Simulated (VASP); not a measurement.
All values below come from HSE06 screened hybrid, VASP's PBE PAW potentials (set 64) (plane waves; VASP).

Input for VASP

### KPOINTS
```
Automatic
0
gamma
 1 1 1
0 0 0
```

**INCAR**
```
SYSTEM = Al36N35
PREC = Normal; ENCUT = 400; LREAL = Auto
LASPH = .True.; ISYM = 0; NELECT = 282.0
EDIFF = 1E-5; NELM = 50; NELMIN = 4
ALGO = Normal
ISMEAR = 0; SIGMA = 0.05
GGA = PE; LHFCALC = .True.; AEXX = 0.25
HFSCREEN = 0.2; PRECFOCK = Fast
ISIF = 0
LWAVE = .False.; LCHARG = .False.
```

File POSCAR:
```
Al36N35
1
    4.6932676572    -8.1289780182     0.0000000000
    4.6932676572     8.1289780182     0.0000000000
    0.0000000000     0.0000000000    10.0192026154
Al N
36 35
Direct
  0.2209715529   0.1103919591   0.2487015693
  0.1108589781   0.2219883648   0.9993269591
  0.2212606548   0.1109303308   0.7500108284
  0.1100135033   0.2216094131   0.5004230274
  0.2210371178   0.4432475564   0.2487926952
  0.1115237742   0.5559660441   0.9997061366
  0.2213254961   0.4438548928   0.7502693845
  0.1115235230   0.5563364414   0.5004332884
  0.2223517162   0.7775288204   0.2492132632
  0.1112519404   0.8885674241   0.9996130884
  0.2222811820   0.7779388895   0.7503274605
  0.1114457908   0.8884053906   0.5002450567
  0.5564004667   0.1103138095   0.2486928747
  0.4439328919   0.2209098045   0.9987684952
  0.5562589195   0.1108136736   0.7500361973
  0.4415070099   0.2163884039   0.5011122155
  0.5555202597   0.4437968777   0.2397147667
  0.4441772770   0.5557467079   0.9989448406
  0.5555110511   0.4442823189   0.7508975507
  0.4413729705   0.5583185078   0.5013886018
  0.5564206743   0.7785284872   0.2488426810
  0.4441667071   0.8884373404   0.9995886439
  0.5562388317   0.7785464364   0.7503271240
  0.4434411413   0.8883249064   0.5003289568
  0.8888388924   0.1105005184   0.2491424553
  0.7779500666   0.2218480605   0.9993821681
  0.8887558632   0.1108433613   0.7501003480
  0.7781754037   0.2215060292   0.5003456787
  0.8893548377   0.4431563750   0.2487717053
  0.7787940440   0.5556772885   0.9988572745
  0.8892361868   0.4437060191   0.7502400622
  0.7835667317   0.5581741131   0.5013678880
  0.8892707526   0.7784151708   0.2487880831
  0.7779148975   0.8888206443   0.9994743411
  0.8890783973   0.7784954246   0.7502477629
  0.7780567672   0.8895088900   0.5005570104
  0.2223445261   0.1121957985   0.4404471419
  0.1110125144   0.2218405012   0.1907654374
  0.2225266309   0.1110448361   0.9411199306
  0.1109917915   0.2222758984   0.6912078375
  0.2222788301   0.4433344243   0.4406012974
  0.1112678785   0.5553370367   0.1912552066
  0.2227554547   0.4446982182   0.9413252283
  0.1111940984   0.5556732412   0.6910301757
  0.2221016297   0.7776173322   0.4410397534
  0.1111295637   0.8885045360   0.1912107708
  0.2223106530   0.7778098979   0.9412599700
  0.1110336647   0.8889645780   0.6908783451
  0.5563964968   0.1120645498   0.4404536944
  0.4443160367   0.2215776355   0.1921623995
  0.5553029601   0.1109046381   0.9411274092
  0.4449104707   0.2231619118   0.6902112120
  0.4445124911   0.5550696022   0.1924122783
  0.5556179491   0.4440885669   0.9423202195
  0.4449248487   0.5550022691   0.6905553097
  0.5562718963   0.7773520522   0.4406086873
  0.4445393419   0.8884612697   0.1911689175
  0.5553393063   0.7771285090   0.9413330500
  0.4445562904   0.8888121613   0.6909542570
  0.8887207659   0.1107289807   0.4409667852
  0.7778613516   0.2216894928   0.1908285944
  0.8888596250   0.1107920401   0.9410492442
  0.7778221927   0.2221419315   0.6911177164
  0.8878283018   0.4433044743   0.4405714770
  0.7777925682   0.5549928324   0.1922628965
  0.8890516105   0.4445396494   0.9413110939
  0.7767738769   0.5548964543   0.6905125108
  0.8875808360   0.7772734098   0.4405713837
  0.7778113669   0.8883564700   0.1908211832
  0.8887999076   0.7771290094   0.9412911962
  0.7776700024   0.8886130947   0.6912929059
```

POTCAR, in this order: Al N (PBE.64 set). Program: vasp_gam. Read from the step before: WAVECAR.

Output of the run:

File OUTCAR:
```
 ion  position               nearest neighbor table
   1  0.221  0.110  0.249-  38 1.89  46 1.89  50 1.90  37 1.92  10 3.08   2 3.08  14 3.09  12 3.10
                            16 3.10   4 3.10  33 3.11  25 3.12   5 3.12   9 3.13  17 3.14  13 3.15
   2  0.111  0.222  0.999-  62 1.90  39 1.90  43 1.90  38 1.92   7 3.08   3 3.08   5 3.08   1 3.08
                            27 3.08  25 3.09  26 3.12  34 3.13  18 3.13  14 3.13  10 3.13   6 3.13
   3  0.221  0.111  0.750-  40 1.90  48 1.90  52 1.91  39 1.91  16 3.07   2 3.08  14 3.08   4 3.08
                            10 3.09  12 3.09  35 3.12  27 3.12   7 3.12  11 3.13  19 3.13  15 3.15
   4  0.110  0.222  0.500-  60 1.89  41 1.90  37 1.90  40 1.91  27 3.08   3 3.08   7 3.09  25 3.09
                             5 3.10   1 3.10  28 3.11  36 3.12  12 3.13   8 3.13  20 3.14  16 3.14
   5  0.221  0.443  0.249-  38 1.89  42 1.89  53 1.90  41 1.92   2 3.08   6 3.08  18 3.09   4 3.10
                            20 3.10   8 3.10  29 3.11  25 3.12   1 3.12   9 3.13  17 3.14  21 3.15
   6  0.112  0.556  1.000-  47 1.90  66 1.90  43 1.90  42 1.92  29 3.08   5 3.08   9 3.08  11 3.08
                             7 3.08  31 3.08  22 3.12  30 3.12  10 3.12  18 3.12   2 3.13  26 3.13
   7  0.221  0.444  0.750-  40 1.90  44 1.90  55 1.91  43 1.91  20 3.07   2 3.08  18 3.08   6 3.08
                             4 3.09   8 3.09  31 3.12  27 3.12   3 3.12  11 3.13  19 3.13  23 3.14
   8  0.112  0.556  0.500-  45 1.89  44 1.91  64 1.91  41 1.92  11 3.08  20 3.09  31 3.09  32 3.09
                             7 3.09   9 3.09  29 3.10   5 3.10  24 3.12  12 3.12   4 3.13  28 3.14
   9  0.222  0.778  0.249-  42 1.90  46 1.90  57 1.90  45 1.92   6 3.08  22 3.08  10 3.08  24 3.09
                             8 3.09  12 3.09  13 3.13  33 3.13   1 3.13  21 3.13   5 3.13  29 3.13
  10  0.111  0.889  1.000-  47 1.90  70 1.90  39 1.90  46 1.92   1 3.08  11 3.08  33 3.08  35 3.08
                             9 3.08   3 3.09  14 3.12  30 3.12   6 3.12  22 3.13  34 3.13   2 3.13
  11  0.222  0.778  0.750-  44 1.90  59 1.90  48 1.90  47 1.91  10 3.08  22 3.08   6 3.08  24 3.08
                             8 3.08  12 3.08  15 3.13  35 3.13   3 3.13   7 3.13  31 3.13  23 3.13
  12  0.111  0.888  0.500-  45 1.90  48 1.91  37 1.92  68 1.92  11 3.08   3 3.09  16 3.09  32 3.09
                            35 3.09   9 3.09   1 3.10  33 3.10  24 3.12   8 3.12   4 3.13  36 3.13
...
```

**OSZICAR**
```
       N       E                     dE             d eps       ncg     rms          rms(c)
DAV:   1    -0.619852726099E+03   -0.61985E+03   -0.17728E+01   426   0.861E+00    0.496E+01
DAV:   2    -0.619969186690E+03   -0.11646E+00   -0.35958E-01   403   0.143E+00    0.342E+01
DAV:   3    -0.619949906931E+03    0.19280E-01   -0.94339E-03   420   0.256E-01    0.211E+01
DAV:   4    -0.619942140737E+03    0.77662E-02   -0.35699E-03   404   0.134E-01    0.125E+01
DAV:   5    -0.619939741941E+03    0.23988E-02   -0.98561E-04   388   0.730E-02    0.734E+00
DAV:   6    -0.619938928311E+03    0.81363E-03   -0.21744E-04   404   0.397E-02    0.425E+00
DAV:   7    -0.619938657245E+03    0.27107E-03   -0.76627E-05   395   0.243E-02    0.246E+00
DAV:   8    -0.619938573161E+03    0.84084E-04   -0.22782E-05   268   0.142E-02    0.144E+00
DAV:   9    -0.619938547347E+03    0.25814E-04   -0.14407E-05   220   0.115E-02    0.825E-01
DAV:  10    -0.619938542328E+03    0.50191E-05   -0.57179E-06   211   0.678E-03
   1 F= -.61993854E+03 E0= -.61993854E+03  d E =-.133706E-12
```

File OUTCAR:
```
------------------------ aborting loop because EDIFF is reached ----------------------------------------
  volume of cell :      764.49
      direct lattice vectors                 reciprocal lattice vectors
     4.693267657 -8.128978018  0.000000000     0.106535582 -0.061508347  0.000000000
     4.693267657  8.128978018  0.000000000     0.106535582  0.061508347  0.000000000
     0.000000000  0.000000000 10.019202615     0.000000000  0.000000000  0.099808342
  FREE ENERGIE OF THE ION-ELECTRON SYSTEM (eV)
  ---------------------------------------------------
  free  energy   TOTEN  =      -619.9385423280 eV

  energy  without entropy=     -619.9385423280  energy(sigma->0) =     -619.93854233

  exchange ACFDT corr.  =         0.00000000  see jH, gK, PRB 81, 115126
```
(Selected blocks of OUTCAR.)

The cell is charged, with a uniform compensating background. The supercell is sampled at Γ alone, which is coarse: total energies, pressure and levels can be off, energies of defects by several tenths of an eV.

The cell is a supercell with a defect, built from AlN (wurtzite): vac_N, charge +1. The cell's shape comes from a PBE relaxation. The run is not spin-polarised, so no state with unpaired spins was tried.
